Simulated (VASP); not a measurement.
Shape and ions are relaxed at each volume.

Energy against volume of HfB$_{2}$ (AlB2 type). Level of theory: vdW-DF2, VASP's PBE PAW potentials (set 64) (plane waves; VASP 6.6.1).

```csv
V (Å³/atom),E (eV/atom)
9.675,-6.67608
9.984,-6.69906
10.292,-6.70639
10.601,-6.70027
10.910,-6.68262
```

**Question.** Fit a third-order Birch-Murnaghan equation of state.

**Answer.** 
```yaml
volume_per_atom: 10.30 Å^3/atom
bulk_modulus: 231 GPa
pressure_derivative_of_the_bulk_modulus: 4.08
```

The compound is HfB2 in the AlB2 type structure. It was relaxed first.
